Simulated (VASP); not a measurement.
# MnSiSe3 (Pm-3m) in VASP: settings compared, part 2 of 3

VASP 6.6.1. The steps go on from the part before.

## Step 3: Band structure, AM05, collinear spin, ferromagnetic start

INCAR reads:

```
SYSTEM = MnSiSe3
PREC = Accurate
ENCUT = 520
EDIFF = 1E-7
ISMEAR = -1
SIGMA = 0.05
LREAL = .False.
LASPH = .True.
NELM = 150
ALGO = Normal
ISIF = 2
LWAVE = .False.
LCHARG = .False.
ISPIN = 2
MAGMOM = 4 0 0 0 0
LORBIT = 11
LMAXMIX = 4
GGA = AM
NBANDS = 30
```

KPOINTS reads:

```
regular mesh
0
Gamma
  5 5 5
  0 0 0
```

POSCAR reads:

```
MnSiSe3
1.0
    4.8341200000      0.0000000000      0.0000000000
    0.0000000000      4.8341200000      0.0000000000
    0.0000000000      0.0000000000      4.8341200000
Mn Si Se
1 1 3
Direct
    0.0000000000      0.0000000000      0.0000000000
    0.5000000000      0.5000000000      0.5000000000
    0.0000000000      0.5000000000      0.5000000000
    0.5000000000      0.0000000000      0.5000000000
    0.5000000000      0.5000000000      0.0000000000
```

KPOINTS_OPT reads:

```
path GXMGRX,MR
10
line-mode
reciprocal
 0.0000000000  0.0000000000  0.0000000000  G
 0.0000000000  0.5000000000  0.0000000000  X

 0.0000000000  0.5000000000  0.0000000000  X
 0.5000000000  0.5000000000  0.0000000000  M

 0.5000000000  0.5000000000  0.0000000000  M
 0.0000000000  0.0000000000  0.0000000000  G

 0.0000000000  0.0000000000  0.0000000000  G
 0.5000000000  0.5000000000  0.5000000000  R

 0.5000000000  0.5000000000  0.5000000000  R
 0.0000000000  0.5000000000  0.0000000000  X

 0.5000000000  0.5000000000  0.0000000000  M
 0.5000000000  0.5000000000  0.5000000000  R
```

Potentials or basis: VASP PAW PBE potentials, release 64 (Mn_pv, Si, Se).

Launch:

```console
$ cat potpaw_PBE.64/Mn_pv/POTCAR potpaw_PBE.64/Si/POTCAR potpaw_PBE.64/Se/POTCAR > POTCAR
$ mpirun -np 1 vasp_std > vasp.out
```

OUTCAR:

```text
SYSTEM = MnSiSe3
   PREC = Accurate
   ENCUT = 520
   EDIFF = 1E-7
   ISMEAR = -1
   LREAL = .False.
   LASPH = .True.
   NELM = 150
   ISIF = 2
   ISPIN = 2
   LORBIT = 11
   GGA = AM

 ion  position               nearest neighbor table
   1  0.000  0.000  0.000-
   2  0.500  0.500  0.500-   3 2.42   4 2.42   5 2.42   5 2.42   4 2.42   3 2.42
   3  0.000  0.500  0.500-   2 2.42   2 2.42
   4  0.500  0.000  0.500-   2 2.42   2 2.42
   5  0.500  0.500  0.000-   2 2.42   2 2.42

  LATTYP: Found a simple cubic cell.
 ALAT       =     4.8341200000

  Lattice vectors:

[... 854 lines left out ...]
     0.000000000  0.000000000  4.834120000     0.000000000  0.000000000  0.206862883

 POSITION                                       TOTAL-FORCE (eV/Angst)
 -----------------------------------------------------------------------------------
      0.00000      0.00000      0.00000         0.000000      0.000000      0.000000
      2.41706      2.41706      2.41706         0.000000      0.000000      0.000000
      0.00000      2.41706      2.41706         0.000000      0.000000      0.000000
      2.41706      0.00000      2.41706         0.000000      0.000000      0.000000
      2.41706      2.41706      0.00000         0.000000      0.000000      0.000000
 -----------------------------------------------------------------------------------
    total drift:                                0.000000      0.000000      0.000000

  FREE ENERGIE OF THE ION-ELECTRON SYSTEM (eV)
  ---------------------------------------------------
  free  energy   TOTEN  =       -23.7492507524 eV

  energy  without entropy=      -23.7297624761  energy(sigma->0) =      -23.73950661

 total charge

# of ion       s       p       d       tot
------------------------------------------
    1        0.184   6.046   4.872  11.102
    2        0.791   0.724   0.000   1.515
    3        1.478   2.294   0.042   3.814
    4        1.478   2.294   0.042   3.814
    5        1.478   2.294   0.042   3.814
--------------------------------------------------
tot          5.409  13.651   4.998  24.058

 magnetization (x)

# of ion       s       p       d       tot
------------------------------------------
    1        0.077   0.016   4.405   4.497
    2        0.022   0.025   0.000   0.048
    3        0.004   0.049   0.004   0.057
    4        0.004   0.049   0.004   0.057
    5        0.004   0.049   0.004   0.057
--------------------------------------------------
tot          0.110   0.189   4.418   4.716
```

Wall time 2.5 min (1 thread of Intel Xeon Platinum 8488C (Sapphire Rapids), shared host); peak memory 0.28 GiB.

What came out:

| Property | Result |
| --- | --- |
| Free energy | -23.7493 eV |
| Pressure | -2.4 GPa |
| Band gap along the path | none (metal or under the smearing width) |
| Net moment | 5.28 μB per cell |
| Site moments | Mn +4.50; Si +0.05; Se +0.06 μB |
| Valence electrons inside the program's atomic spheres | Mn 11.10; Si 1.51; Se 3.81 |

Levels at the corners of the path, in eV from the Fermi level:
Spin up:
| point | band 16 | band 17 | band 18 | band 19 | band 20 | band 21 | band 22 | band 23 | band 24 | band 25 |
| --- | --- | --- | --- | --- | --- | --- | --- | --- | --- | --- |
| Γ | -1.06 | -1.06 | -1.06 | -1.02 | -1.02 | -1.02 | -0.31 | 4.49 | 4.49 | 4.49 |
| X | -2.45 | -2.45 | -1.31 | -0.64 | -0.64 | 0.74 | 0.84 | 3.50 | 4.40 | 4.79 |
| X | -2.45 | -2.45 | -1.31 | -0.64 | -0.64 | 0.74 | 0.84 | 3.50 | 4.40 | 4.79 |
| M | -2.52 | -1.73 | -1.73 | -1.61 | 0.68 | 1.41 | 2.03 | 2.03 | 3.06 | 3.33 |
| M | -2.52 | -1.73 | -1.73 | -1.61 | 0.68 | 1.41 | 2.03 | 2.03 | 3.06 | 3.33 |
| Γ | -1.06 | -1.06 | -1.06 | -1.02 | -1.02 | -1.02 | -0.31 | 4.49 | 4.49 | 4.49 |
| Γ | -1.06 | -1.06 | -1.06 | -1.02 | -1.02 | -1.02 | -0.31 | 4.49 | 4.49 | 4.49 |
| R | -1.57 | -1.57 | -1.17 | 0.64 | 0.64 | 0.64 | 1.77 | 1.77 | 1.77 | 5.39 |
| R | -1.57 | -1.57 | -1.17 | 0.64 | 0.64 | 0.64 | 1.77 | 1.77 | 1.77 | 5.39 |
| X | -2.45 | -2.45 | -1.31 | -0.64 | -0.64 | 0.74 | 0.84 | 3.50 | 4.40 | 4.79 |
| M | -2.52 | -1.73 | -1.73 | -1.61 | 0.68 | 1.41 | 2.03 | 2.03 | 3.06 | 3.33 |
| R | -1.57 | -1.57 | -1.17 | 0.64 | 0.64 | 0.64 | 1.77 | 1.77 | 1.77 | 5.39 |
Spin down:
| point | band 12 | band 13 | band 14 | band 15 | band 16 | band 17 | band 18 | band 19 |
| --- | --- | --- | --- | --- | --- | --- | --- | --- |
| Γ | -0.96 | -0.96 | -0.84 | -0.84 | -0.84 | 0.60 | 0.60 | 0.65 |
| X | -2.30 | -1.94 | -1.05 | -1.05 | 0.71 | 0.73 | 0.92 | 1.29 |
| X | -2.30 | -1.94 | -1.05 | -1.05 | 0.71 | 0.73 | 0.92 | 1.29 |
| M | -2.33 | -2.33 | -1.54 | 0.27 | 0.71 | 0.79 | 1.25 | 1.25 |
| M | -2.33 | -2.33 | -1.54 | 0.27 | 0.71 | 0.79 | 1.25 | 1.25 |
| Γ | -0.96 | -0.96 | -0.84 | -0.84 | -0.84 | 0.60 | 0.60 | 0.65 |
| Γ | -0.96 | -0.96 | -0.84 | -0.84 | -0.84 | 0.60 | 0.60 | 0.65 |
| R | -1.49 | 0.13 | 0.73 | 0.73 | 0.73 | 0.79 | 0.79 | 0.79 |
| R | -1.49 | 0.13 | 0.73 | 0.73 | 0.73 | 0.79 | 0.79 | 0.79 |
| X | -2.30 | -1.94 | -1.05 | -1.05 | 0.71 | 0.73 | 0.92 | 1.29 |
| M | -2.33 | -2.33 | -1.54 | 0.27 | 0.71 | 0.79 | 1.25 | 1.25 |
| R | -1.49 | 0.13 | 0.73 | 0.73 | 0.73 | 0.79 | 0.79 | 0.79 |

Caveat: the PAW data sets were made with another functional, which shifts forces and pressure a little; a cell with one magnetic atom can't hold antiferromagnetic order, which such compounds often take; semilocal functionals often make such compounds metallic where correlation or magnetic order opens a gap, which also shifts bond lengths.

## Step 4: Band structure, PW91, collinear spin, ferromagnetic start

Edit INCAR of step 3 so:

```diff
@@ -17,3 +17,3 @@
 LMAXMIX = 4
-GGA = AM
+GGA = 91
 NBANDS = 30
```

KPOINTS is that of step 3.

POSCAR is that of step 3.

KPOINTS_OPT is that of step 3.

Potentials or basis: VASP PAW PBE potentials, release 64 (Mn_pv, Si, Se).

Launch:

```console
$ cat potpaw_PBE.64/Mn_pv/POTCAR potpaw_PBE.64/Si/POTCAR potpaw_PBE.64/Se/POTCAR > POTCAR
$ mpirun -np 1 vasp_std > vasp.out
```

OUTCAR:

```text
SYSTEM = MnSiSe3
   PREC = Accurate
   ENCUT = 520
   EDIFF = 1E-7
   ISMEAR = -1
   LREAL = .False.
   LASPH = .True.
   NELM = 150
   ISIF = 2
   ISPIN = 2
   LORBIT = 11
   GGA = 91

 ion  position               nearest neighbor table
   1  0.000  0.000  0.000-
   2  0.500  0.500  0.500-   3 2.42   4 2.42   5 2.42   5 2.42   4 2.42   3 2.42
   3  0.000  0.500  0.500-   2 2.42   2 2.42
   4  0.500  0.000  0.500-   2 2.42   2 2.42
   5  0.500  0.500  0.000-   2 2.42   2 2.42

  LATTYP: Found a simple cubic cell.
 ALAT       =     4.8341200000

  Lattice vectors:

 A1 = (   4.8341200000,   0.0000000000,   0.0000000000)
 A2 = (   0.0000000000,   4.8341200000,   0.0000000000)
 A3 = (   0.0000000000,   0.0000000000,   4.8341200000)

Analysis of symmetry for initial positions (statically):
=====================================================================
 Subroutine PRICEL returns:
 Original cell was already a primitive cell.

 Routine SETGRP: Setting up the symmetry group for a
[... 832 lines left out ...]
  -------------------------------------------------------------------------------------
  Total        0.2010297      0.2010297      0.2010297     -0.0000000     -0.0000000      0.0000000
  in kB        2.8511399      2.8511399      2.8511399     -0.0000000     -0.0000000      0.0000000
  external PRESSURE =       2.8511399 kB  Pullay stress =       0.0000000 kB

 VOLUME and BASIS-vectors are now :
 -----------------------------------------------------------------------------
  energy-cutoff  :      520.00
  volume of cell :      112.97
      direct lattice vectors                 reciprocal lattice vectors
     4.834120000  0.000000000  0.000000000     0.206862883  0.000000000  0.000000000
     0.000000000  4.834120000  0.000000000     0.000000000  0.206862883  0.000000000
     0.000000000  0.000000000  4.834120000     0.000000000  0.000000000  0.206862883

 POSITION                                       TOTAL-FORCE (eV/Angst)
 -----------------------------------------------------------------------------------
      0.00000      0.00000      0.00000         0.000000      0.000000      0.000000
      2.41706      2.41706      2.41706         0.000000      0.000000      0.000000
      0.00000      2.41706      2.41706         0.000000      0.000000      0.000000
      2.41706      0.00000      2.41706         0.000000      0.000000      0.000000
      2.41706      2.41706      0.00000         0.000000      0.000000      0.000000
 -----------------------------------------------------------------------------------
    total drift:                                0.000000      0.000000      0.000000

  FREE ENERGIE OF THE ION-ELECTRON SYSTEM (eV)
  ---------------------------------------------------
  free  energy   TOTEN  =       -22.7930229147 eV

  energy  without entropy=      -22.7708228958  energy(sigma->0) =      -22.78192291

 total charge

# of ion       s       p       d       tot
------------------------------------------
    1        0.180   6.043   4.891  11.114
    2        0.794   0.724   0.000   1.518
    3        1.480   2.305   0.042   3.827
    4        1.480   2.305   0.042   3.827
    5        1.480   2.305   0.042   3.827
--------------------------------------------------
tot          5.415  13.683   5.015  24.113

 magnetization (x)

# of ion       s       p       d       tot
------------------------------------------
    1        0.071   0.015   4.378   4.464
    2        0.018   0.021   0.000   0.039
    3        0.004   0.053   0.004   0.060
    4        0.004   0.053   0.004   0.060
    5        0.004   0.053   0.004   0.060
--------------------------------------------------
tot          0.101   0.193   4.390   4.684
```

It took 3.1 min on 1 thread of Intel Xeon Platinum 8488C (Sapphire Rapids), shared host; peak memory 0.28 GiB.

Results:

* Free energy: -22.7930 eV
* Pressure: 0.3 GPa
* Band gap along the path: none (metal or under the smearing width)
* Net moment: 5.21 μB per cell
* Site moments: Mn +4.46; Si +0.04; Se +0.06 μB
* Valence electrons inside the program's atomic spheres: Mn 11.11; Si 1.52; Se 3.83

Levels at the corners of the path, in eV from the Fermi level:
Spin up:
```tsv
point	band 18	band 19	band 20	band 21	band 22	band 23
Γ	-1.05	-1.00	-1.00	-1.00	-0.20	4.64
X	-1.25	-0.62	-0.62	0.75	0.91	3.61
X	-1.25	-0.62	-0.62	0.75	0.91	3.61
M	-1.66	-1.60	0.68	1.50	2.07	2.07
M	-1.66	-1.60	0.68	1.50	2.07	2.07
Γ	-1.05	-1.00	-1.00	-1.00	-0.20	4.64
Γ	-1.05	-1.00	-1.00	-1.00	-0.20	4.64
R	-1.04	0.64	0.64	0.64	1.82	1.82
R	-1.04	0.64	0.64	0.64	1.82	1.82
X	-1.25	-0.62	-0.62	0.75	0.91	3.61
M	-1.66	-1.60	0.68	1.50	2.07	2.07
R	-1.04	0.64	0.64	0.64	1.82	1.82
```
Spin down:
```
point  band 13  band 14  band 15  band 16  band 17  band 18
    Γ    -0.96    -0.85    -0.85    -0.85     0.54     0.54
    X    -1.94    -1.07    -1.07     0.63     0.67     0.90
    X    -1.94    -1.07    -1.07     0.63     0.67     0.90
    M    -2.32    -1.54     0.23     0.63     0.72     1.17
    M    -2.32    -1.54     0.23     0.63     0.72     1.17
    Γ    -0.96    -0.85    -0.85    -0.85     0.54     0.54
    Γ    -0.96    -0.85    -0.85    -0.85     0.54     0.54
    R     0.14     0.71     0.71     0.71     0.72     0.72
    R     0.14     0.71     0.71     0.71     0.72     0.72
    X    -1.94    -1.07    -1.07     0.63     0.67     0.90
    M    -2.32    -1.54     0.23     0.63     0.72     1.17
    R     0.14     0.71     0.71     0.71     0.72     0.72
```

Caveat: the PAW data sets were made with another functional, which shifts forces and pressure a little; a cell with one magnetic atom can't hold antiferromagnetic order, which such compounds often take; semilocal functionals often make such compounds metallic where correlation or magnetic order opens a gap, which also shifts bond lengths.

## Step 5: Band structure, r2SCAN, collinear spin, ferromagnetic start

Edit INCAR of step 4 so:

```diff
@@ -17,3 +17,4 @@
 LMAXMIX = 4
-GGA = 91
+METAGGA = R2SCAN
+LMIXTAU = .True.
 NBANDS = 30
```

KPOINTS is that of step 4.

POSCAR is that of step 4.

KPOINTS_OPT is that of step 4.

Potentials or basis: VASP PAW PBE potentials, release 64 (Mn_pv, Si, Se).

Launch:

```console
$ cat potpaw_PBE.64/Mn_pv/POTCAR potpaw_PBE.64/Si/POTCAR potpaw_PBE.64/Se/POTCAR > POTCAR
$ mpirun -np 1 vasp_std > vasp.out
```

OUTCAR:

```text
SYSTEM = MnSiSe3
   PREC = Accurate
   ENCUT = 520
   EDIFF = 1E-7
   ISMEAR = -1
   LREAL = .False.
   LASPH = .True.
   NELM = 150
   ISIF = 2
   ISPIN = 2
   LORBIT = 11
   METAGGA = R2SCAN

 ion  position               nearest neighbor table
   1  0.000  0.000  0.000-
   2  0.500  0.500  0.500-   3 2.42   4 2.42   5 2.42   5 2.42   4 2.42   3 2.42
   3  0.000  0.500  0.500-   2 2.42   2 2.42
   4  0.500  0.000  0.500-   2 2.42   2 2.42
   5  0.500  0.500  0.000-   2 2.42   2 2.42

  LATTYP: Found a simple cubic cell.
 ALAT       =     4.8341200000

  Lattice vectors:

 A1 = (   4.8341200000,   0.0000000000,   0.0000000000)
 A2 = (   0.0000000000,   4.8341200000,   0.0000000000)
 A3 = (   0.0000000000,   0.0000000000,   4.8341200000)

Analysis of symmetry for initial positions (statically):
=====================================================================
 Subroutine PRICEL returns:
[... 833 lines left out ...]
  Direction    XX          YY          ZZ          XY          YZ          ZX
  --------------------------------------------------------------------------------------
  -------------------------------------------------------------------------------------
  Total       -0.5025543     -0.5025543     -0.5025543     -0.0000000     -0.0000000     -0.0000000
  in kB       -7.1275662     -7.1275662     -7.1275662     -0.0000000     -0.0000000     -0.0000000
  external PRESSURE =      -7.1275662 kB  Pullay stress =       0.0000000 kB

 VOLUME and BASIS-vectors are now :
 -----------------------------------------------------------------------------
  energy-cutoff  :      520.00
  volume of cell :      112.97
      direct lattice vectors                 reciprocal lattice vectors
     4.834120000  0.000000000  0.000000000     0.206862883  0.000000000  0.000000000
     0.000000000  4.834120000  0.000000000     0.000000000  0.206862883  0.000000000
     0.000000000  0.000000000  4.834120000     0.000000000  0.000000000  0.206862883

 POSITION                                       TOTAL-FORCE (eV/Angst)
 -----------------------------------------------------------------------------------
      0.00000      0.00000      0.00000         0.000000      0.000000      0.000000
      2.41706      2.41706      2.41706         0.000000      0.000000      0.000000
      0.00000      2.41706      2.41706         0.000000      0.000000      0.000000
      2.41706      0.00000      2.41706         0.000000      0.000000      0.000000
      2.41706      2.41706      0.00000         0.000000      0.000000      0.000000
 -----------------------------------------------------------------------------------
    total drift:                                0.000000      0.000000      0.000000

  FREE ENERGIE OF THE ION-ELECTRON SYSTEM (eV)
  ---------------------------------------------------
  free  energy   TOTEN  =       -65.4477152611 eV

  energy  without entropy=      -65.4313354250  energy(sigma->0) =      -65.43952534

 total charge

# of ion       s       p       d       tot
------------------------------------------
    1        0.190   6.042   4.822  11.054
    2        0.780   0.725   0.000   1.505
    3        1.473   2.371   0.041   3.886
    4        1.473   2.371   0.041   3.886
    5        1.473   2.371   0.041   3.886
--------------------------------------------------
tot          5.388  13.882   4.946  24.216

 magnetization (x)

# of ion       s       p       d       tot
------------------------------------------
    1        0.101   0.018   4.539   4.658
    2        0.035   0.042   0.000   0.077
    3        0.004   0.024   0.005   0.034
    4        0.004   0.024   0.005   0.034
    5        0.004   0.024   0.005   0.034
--------------------------------------------------
tot          0.150   0.132   4.556   4.837
```

Wall time 8.1 min (1 thread of Intel Xeon Platinum 8488C (Sapphire Rapids), shared host); peak memory 0.3 GiB.

Results:

- Free energy: -65.4477 eV
- Pressure: -0.7 GPa
- Band gap along the path: none (metal or under the smearing width)
- Net moment: 5.36 μB per cell
- Site moments: Mn +4.66; Si +0.08; Se +0.03 μB
- Valence electrons inside the program's atomic spheres: Mn 11.05; Si 1.50; Se 3.89

Levels at the corners of the path, in eV from the Fermi level:
Spin up:
| point | band 16 | band 17 | band 18 | band 19 | band 20 | band 21 | band 22 | band 23 | band 24 | band 25 |
| --- | --- | --- | --- | --- | --- | --- | --- | --- | --- | --- |
| Γ | -1.20 | -1.20 | -1.20 | -1.16 | -1.16 | -1.16 | -0.23 | 4.95 | 4.95 | 4.95 |
| X | -2.57 | -2.57 | -1.55 | -0.82 | -0.82 | 0.80 | 0.81 | 3.87 | 4.53 | 5.29 |
| X | -2.57 | -2.57 | -1.55 | -0.82 | -0.82 | 0.80 | 0.81 | 3.87 | 4.53 | 5.29 |
| M | -2.61 | -2.01 | -2.01 | -1.77 | 0.57 | 1.33 | 2.15 | 2.15 | 3.27 | 3.55 |
| M | -2.61 | -2.01 | -2.01 | -1.77 | 0.57 | 1.33 | 2.15 | 2.15 | 3.27 | 3.55 |
| Γ | -1.20 | -1.20 | -1.20 | -1.16 | -1.16 | -1.16 | -0.23 | 4.95 | 4.95 | 4.95 |
| Γ | -1.20 | -1.20 | -1.20 | -1.16 | -1.16 | -1.16 | -0.23 | 4.95 | 4.95 | 4.95 |
| R | -1.72 | -1.72 | -1.23 | 0.54 | 0.54 | 0.54 | 1.95 | 1.95 | 1.95 | 5.86 |
| R | -1.72 | -1.72 | -1.23 | 0.54 | 0.54 | 0.54 | 1.95 | 1.95 | 1.95 | 5.86 |
| X | -2.57 | -2.57 | -1.55 | -0.82 | -0.82 | 0.80 | 0.81 | 3.87 | 4.53 | 5.29 |
| M | -2.61 | -2.01 | -2.01 | -1.77 | 0.57 | 1.33 | 2.15 | 2.15 | 3.27 | 3.55 |
| R | -1.72 | -1.72 | -1.23 | 0.54 | 0.54 | 0.54 | 1.95 | 1.95 | 1.95 | 5.86 |
Spin down:
| point | band 12 | band 13 | band 14 | band 15 | band 16 | band 17 | band 18 | band 19 |
| --- | --- | --- | --- | --- | --- | --- | --- | --- |
| Γ | -1.16 | -1.16 | -1.02 | -1.02 | -1.02 | 1.21 | 1.21 | 1.23 |
| X | -2.49 | -2.07 | -1.18 | -1.18 | 1.02 | 1.27 | 1.30 | 1.88 |
| X | -2.49 | -2.07 | -1.18 | -1.18 | 1.02 | 1.27 | 1.30 | 1.88 |
| M | -2.49 | -2.49 | -1.70 | 0.31 | 1.28 | 1.41 | 1.84 | 1.84 |
| M | -2.49 | -2.49 | -1.70 | 0.31 | 1.28 | 1.41 | 1.84 | 1.84 |
| Γ | -1.16 | -1.16 | -1.02 | -1.02 | -1.02 | 1.21 | 1.21 | 1.23 |
| Γ | -1.16 | -1.16 | -1.02 | -1.02 | -1.02 | 1.21 | 1.21 | 1.23 |
| R | -1.66 | 0.60 | 0.60 | 0.60 | 0.62 | 1.39 | 1.39 | 1.39 |
| R | -1.66 | 0.60 | 0.60 | 0.60 | 0.62 | 1.39 | 1.39 | 1.39 |
| X | -2.49 | -2.07 | -1.18 | -1.18 | 1.02 | 1.27 | 1.30 | 1.88 |
| M | -2.49 | -2.49 | -1.70 | 0.31 | 1.28 | 1.41 | 1.84 | 1.84 |
| R | -1.66 | 0.60 | 0.60 | 0.60 | 0.62 | 1.39 | 1.39 | 1.39 |

Caveat: the PAW data sets were made with another functional, which shifts forces and pressure a little; a cell with one magnetic atom can't hold antiferromagnetic order, which such compounds often take; semilocal functionals often make such compounds metallic where correlation or magnetic order opens a gap, which also shifts bond lengths.

(Part 2 of 3 ends here.)
